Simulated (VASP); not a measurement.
# Cu on the Al site in ScAl3, part 2 of 6

Wanted: what Cu on the Al site costs in ScAl3 and how the lattice relaxes round it. The start is a computed cell from the Materials Project.

VASP 6.6.1, plane waves and PAW; the level of theory is named at each step.

Still holding for the runs below: The k-mesh is coarse for a metal.

So far. Step 2 (The host at zero pressure): The run ended after 3 ionic steps, 0.035 eV below its first step, once forces and stress met EDIFFG = -0.02.

## 3. The perfect supercell

Level of this step: LDA; plane waves and PAW (Sc_sv, Al) (VASP).

System of this step: ScAl3. The structure is cubic, space group Pm-3m (No. 221). Conventional cell: a = 4.030 Å, b = 4.030 Å, c = 4.030 Å, α = 90.00°, β = 90.00°, γ = 90.00°. Nearest to Sc lie 12 Al at 2.85 Å. Nearest to Al lie 8 Al at 2.85 Å and 4 Sc at 2.85 Å. Farther neighbours are not listed.

The same cell, mesh and cutoff without the defect give the energy to subtract and, in a gapped host, the band edges to count from, so that most errors cancel.

File INCAR:

```
SYSTEM = ScAl3
PREC = Normal
ENCUT = 300
EDIFF = 1E-05
NELM = 120
ISMEAR = 1
SIGMA = 0.2
LREAL = Auto
ALGO = Fast
GGA = CA
NBANDS = 104
LASPH = .TRUE.
LORBIT = 11
LWAVE = .FALSE.
LCHARG = .FALSE.
KPAR = 4
```

File POSCAR:

```
ScAl3
1.0
    8.0601473408      0.0000000000      0.0000000000
    0.0000000000      8.0601473408      0.0000000000
    0.0000000000      0.0000000000      8.0601473408
Sc Al
8 24
Direct
    0.0000000000      0.0000000000      0.0000000000
    0.0000000000      0.0000000000      0.5000000000
    0.0000000000      0.5000000000      0.0000000000
    0.0000000000      0.5000000000      0.5000000000
    0.5000000000      0.0000000000      0.0000000000
    0.5000000000      0.0000000000      0.5000000000
    0.5000000000      0.5000000000      0.0000000000
    0.5000000000      0.5000000000      0.5000000000
    0.2500000000      0.2500000000      0.0000000000
    0.2500000000      0.2500000000      0.5000000000
    0.2500000000      0.7500000000      0.0000000000
    0.2500000000      0.7500000000      0.5000000000
    0.7500000000      0.2500000000      0.0000000000
    0.7500000000      0.2500000000      0.5000000000
    0.7500000000      0.7500000000      0.0000000000
    0.7500000000      0.7500000000      0.5000000000
    0.0000000000      0.2500000000      0.2500000000
    0.0000000000      0.2500000000      0.7500000000
    0.0000000000      0.7500000000      0.2500000000
    0.0000000000      0.7500000000      0.7500000000
    0.5000000000      0.2500000000      0.2500000000
    0.5000000000      0.2500000000      0.7500000000
    0.5000000000      0.7500000000      0.2500000000
    0.5000000000      0.7500000000      0.7500000000
    0.2500000000      0.0000000000      0.2500000000
    0.2500000000      0.0000000000      0.7500000000
    0.2500000000      0.5000000000      0.2500000000
    0.2500000000      0.5000000000      0.7500000000
    0.7500000000      0.0000000000      0.2500000000
    0.7500000000      0.0000000000      0.7500000000
    0.7500000000      0.5000000000      0.2500000000
    0.7500000000      0.5000000000      0.7500000000
```

File KPOINTS:

```
Automatic mesh
0
Monkhorst-Pack
3 3 3
0 0 0
```

PAW data sets: Sc_sv and Al (LDA family, release 64).

The run is started by

```bash
$ mpirun -np 4 vasp_std
```

Log:

```text
[banner, memory and clock lines left out]
running    4 mpi-ranks, on    1 nodes
 distrk:  each k-point on    1 cores,    4 groups
 distr:  one band on    1 cores,    1 groups

 POSCAR found type information on POSCAR ScAl
 POSCAR found :  2 types and      32 ions
 LDA part: xc-table for (Slater(with rela. corr.)+CA(PZ))
 , standard interpolation
 POSCAR, INCAR and KPOINTS ok, starting setup
 FFT: planning ... GRIDC
 FFT: planning ... GRID_SOFT
 FFT: planning ... GRID
 WAVECAR not read
 entering main loop
       N       E                     dE             d eps       ncg     rms          rms(c)
DAV:   1     0.148591746873E+04    0.14859E+04   -0.47588E+04  1008   0.929E+02
DAV:   2    -0.195515610226E+02   -0.15055E+04   -0.14713E+04  1152   0.526E+02
DAV:   3    -0.165635571577E+03   -0.14608E+03   -0.13625E+03  1384   0.173E+02
DAV:   4    -0.177497472145E+03   -0.11862E+02   -0.11427E+02  1376   0.437E+01
DAV:   5    -0.177900268144E+03   -0.40280E+00   -0.39277E+00  1376   0.107E+01    0.271E+01
RMM:   6    -0.169006480423E+03    0.88938E+01   -0.17277E+01   942   0.250E+01    0.808E+00
RMM:   7    -0.171676455167E+03   -0.26700E+01   -0.47272E+01  1252   0.152E+01    0.573E+00
RMM:   8    -0.170856956151E+03    0.81950E+00   -0.30213E+00  1093   0.795E+00    0.549E+00
RMM:   9    -0.170416229366E+03    0.44073E+00   -0.12546E+00  1166   0.327E+00    0.286E+00
RMM:  10    -0.170194461724E+03    0.22177E+00   -0.29542E+00  1172   0.650E+00    0.702E-01
RMM:  11    -0.170179819473E+03    0.14642E-01   -0.13150E-01  1137   0.214E+00    0.411E-01
RMM:  12    -0.170182637939E+03   -0.28185E-02   -0.41538E-02  1184   0.625E-01    0.233E-01
RMM:  13    -0.170182558596E+03    0.79342E-04   -0.77453E-03  1213   0.443E-01    0.181E-01
RMM:  14    -0.170182828802E+03   -0.27021E-03   -0.31732E-03  1240   0.150E-01    0.102E-01
RMM:  15    -0.170182898791E+03   -0.69990E-04   -0.62187E-04  1142   0.710E-02    0.469E-02
RMM:  16    -0.170182847236E+03    0.51555E-04   -0.26843E-04  1049   0.755E-02    0.236E-02
RMM:  17    -0.170182862634E+03   -0.15398E-04   -0.21898E-04  1001   0.502E-02    0.136E-02
RMM:  18    -0.170182860331E+03    0.23035E-05   -0.22356E-05   760   0.291E-02
   1 F= -.17018286E+03 E0= -.17017373E+03  d E =-.273890E-01
```

The job ended after 54 s (4 MPI ranks of AMD EPYC 7R43, shared host; peak memory 0.74 GiB).

From OUTCAR (step 3):

```text
  LATTYP: Found a simple cubic cell.
 ALAT       =     8.0601473408

The static configuration has the point symmetry O_h .

 Found      4 irreducible k-points:

   k-points           NKPTS =      4   k-points in BZ     NKDIM =      4   number of bands    NBANDS=    104

   dimension x,y,z NGX =    36 NGY =   36 NGZ =   36
   dimension x,y,z NGXF=    72 NGYF=   72 NGZF=   72

   ENCUT  =  300.0 eV  22.05 Ry    4.70 a.u.  11.38 11.38 11.38*2*pi/ulx,y,z

   NELECT =     160.0000    total number of electrons

 E-fermi :   7.5828

 k-point     1 :       0.0000    0.0000    0.0000
  band No.  band energies     occupation
    ...
     74       6.8643      2.00000
     75       6.8643      2.00000
     76       6.8643      2.00000
     77       6.8643      2.00000
     78       6.8643      2.00000
     79       8.4744     -0.00000
     80       8.4744     -0.00000
     81       8.4745     -0.00000
     82       8.5093     -0.00000
     83       8.5443     -0.00000
    ...

 k-point     2 :       0.3333    0.0000    0.0000
  band No.  band energies     occupation
    ...
     75       6.4036      2.00000
     76       6.4352      2.00000
     77       6.5610      2.00000
     78       7.0890      2.00266
     79       7.0890      2.00266
     80       7.7210      0.08663
     81       7.7387      0.03080
     82       7.7387      0.03079
     83       8.3485     -0.00000
     84       8.3485     -0.00000
    ...

  Total       -0.2079183     -0.2079183     -0.2079183      0.0000000     -0.0000000      0.0000000
  in kB       -0.6361718     -0.6361718     -0.6361718      0.0000000     -0.0000000      0.0000000
  external PRESSURE =      -0.6361718 kB  Pullay stress =       0.0000000 kB

  energy-cutoff  :      300.00
  volume of cell :      523.64
      direct lattice vectors                 reciprocal lattice vectors
     8.060147341  0.000000000  0.000000000     0.124067211  0.000000000  0.000000000
     0.000000000  8.060147341  0.000000000     0.000000000  0.124067211  0.000000000
     0.000000000  0.000000000  8.060147341     0.000000000  0.000000000  0.124067211

 POSITION                                       TOTAL-FORCE (eV/Angst)
 -----------------------------------------------------------------------------------
      0.00000      0.00000      0.00000        -0.000000      0.000000      0.000000
      0.00000      0.00000      4.03007         0.000000      0.000000      0.000000
      0.00000      4.03007      0.00000        -0.000000     -0.000000     -0.000000
      0.00000      4.03007      4.03007        -0.000000     -0.000000     -0.000000
      4.03007      0.00000      0.00000         0.000000     -0.000000     -0.000000
      4.03007      0.00000      4.03007         0.000000      0.000000     -0.000000
      4.03007      4.03007      0.00000        -0.000000      0.000000      0.000000
      4.03007      4.03007      4.03007         0.000000     -0.000000      0.000000
      2.01504      2.01504      0.00000        -0.000000      0.000000     -0.000000
      2.01504      2.01504      4.03007        -0.000000     -0.000000     -0.000000
      2.01504      6.04511      0.00000         0.000000     -0.000000      0.000000
      2.01504      6.04511      4.03007         0.000000     -0.000000      0.000000
      6.04511      2.01504      0.00000         0.000000      0.000000      0.000000
      6.04511      2.01504      4.03007         0.000000      0.000000     -0.000000
      6.04511      6.04511      0.00000        -0.000000     -0.000000      0.000000
      6.04511      6.04511      4.03007         0.000000     -0.000000      0.000000
      0.00000      2.01504      2.01504        -0.000000      0.000000      0.000000
      0.00000      2.01504      6.04511        -0.000000      0.000000     -0.000000
      0.00000      6.04511      2.01504         0.000000     -0.000000      0.000000
      0.00000      6.04511      6.04511        -0.000000      0.000000     -0.000000
      4.03007      2.01504      2.01504         0.000000     -0.000000     -0.000000
      4.03007      2.01504      6.04511         0.000000      0.000000      0.000000
      4.03007      6.04511      2.01504        -0.000000      0.000000     -0.000000
      4.03007      6.04511      6.04511         0.000000      0.000000      0.000000
      2.01504      0.00000      2.01504        -0.000000     -0.000000      0.000000
      2.01504      0.00000      6.04511         0.000000     -0.000000     -0.000000
      2.01504      4.03007      2.01504        -0.000000     -0.000000     -0.000000
      2.01504      4.03007      6.04511        -0.000000      0.000000      0.000000
      6.04511      0.00000      2.01504         0.000000     -0.000000      0.000000
      6.04511      0.00000      6.04511         0.000000     -0.000000     -0.000000
      6.04511      4.03007      2.01504        -0.000000     -0.000000     -0.000000
      6.04511      4.03007      6.04511         0.000000     -0.000000      0.000000
 -----------------------------------------------------------------------------------
    total drift:                                0.000000      0.000000     -0.000000

  FREE ENERGIE OF THE ION-ELECTRON SYSTEM (eV)
  ---------------------------------------------------
  free  energy   TOTEN  =      -170.1828603307 eV

  energy  without entropy=     -170.1554713535  energy(sigma->0) =     -170.17373067

 total charge
# of ion       s       p       d       tot
------------------------------------------
    1        2.193   6.153   1.378   9.724
    2        2.193   6.153   1.378   9.724
    3        2.193   6.153   1.378   9.724
    4        2.193   6.153   1.378   9.724
    5        2.193   6.153   1.378   9.724
    6        2.193   6.153   1.378   9.724
    7        2.193   6.153   1.378   9.724
    8        2.193   6.153   1.378   9.724
    9        0.428   0.406   0.000   0.834
   10        0.428   0.406   0.000   0.834
   11        0.428   0.406   0.000   0.834
   12        0.428   0.406   0.000   0.834
   13        0.428   0.406   0.000   0.834
   14        0.428   0.406   0.000   0.834
   15        0.428   0.406   0.000   0.834
   16        0.428   0.406   0.000   0.834
   17        0.428   0.406   0.000   0.834
   18        0.428   0.406   0.000   0.834
   19        0.428   0.406   0.000   0.834
   20        0.428   0.406   0.000   0.834
   21        0.428   0.406   0.000   0.834
   22        0.428   0.406   0.000   0.834
   23        0.428   0.406   0.000   0.834
   24        0.428   0.406   0.000   0.834
   25        0.428   0.406   0.000   0.834
   26        0.428   0.406   0.000   0.834
   27        0.428   0.406   0.000   0.834
   28        0.428   0.406   0.000   0.834
   29        0.428   0.406   0.000   0.834
   30        0.428   0.406   0.000   0.834
   31        0.428   0.406   0.000   0.834
   32        0.428   0.406   0.000   0.834
--------------------------------------------------
tot         27.819  58.975  11.026  97.821

[... 1 part as in an earlier step ...]

[... 5 further parts left out ...]
```

Numbers from this step:

- electronic cycles: 18
- electrons: 160
- free energy (TOTEN): -170.1829 eV
- energy at zero smearing: -170.1737 eV

The host is treated as a metal, as its relaxation found a gap under 0.3 eV or none, and only the neutral defect is run.

(Continued in part 3 of 6.)

[Lines on the potential files, build, host, timing and source positions are cut from VASP's logs without a mark.]

[Logs are printed without paths, hosts, clocks, repeated set-up lines and the standing remarks that a program may print on its own settings, such as how far it seeks lower states.]

[Hosts, paths, dates, database ids (printed as entryN), source tags and the programs' standing remarks are cut or masked in the printed files.]

[In band tables of VASP the shares of atoms and orbitals are scaled to a sum of 1 inside the atoms' spheres.]

[Runs that stopped without an error message from VASP are left out.]
